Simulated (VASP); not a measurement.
**AlN (wurtzite): computed properties**

Calculation: r2SCAN meta-GGA, VASP's PBE PAW potentials (set 64) (plane waves; VASP 6.6.1).

```yaml
space_group: P6_3mc (186)
cell: a = b = 3.106 Å, c = 4.974 Å, α = β = 90.00°, γ = 120.00°
volume_per_atom: 10.39 Å³/atom
band gap (over mesh and band path): 4.93 eV
smallest direct gap (over mesh and band path): 4.93 eV
band_edge_character: direct, Γ to Γ
density: 3.28 g/cm³
mean ε∞ (independent particles): 4.15
```

Space group P6₃mc (No. 186); a = b = 3.1057 Å, c = 4.9739 Å, α = β = 90.00°, γ = 120.00°

```tsv
atom	site	symmetry	x	y	z
Al	2b	3m.	0.3333	0.6667	0.0001
N	2b	3m.	0.3333	0.6667	0.3819
```

Measured: gap 6.51 eV (computed value off by -1.58 eV), as given by Martin Feneberg et al., Physical Review B (2010), doi:10.1103/physrevb.82.075208 [zero-point renormalisation of 0.417 eV (from the measured temperature dependence, row gaps:miglio2020:AlN_wz:gap_zpr, arXiv:2011.12765) added back].

The compound is AlN in the wurtzite structure. It was relaxed first. Symmetry was kept, so distortions that lower it aren't found.
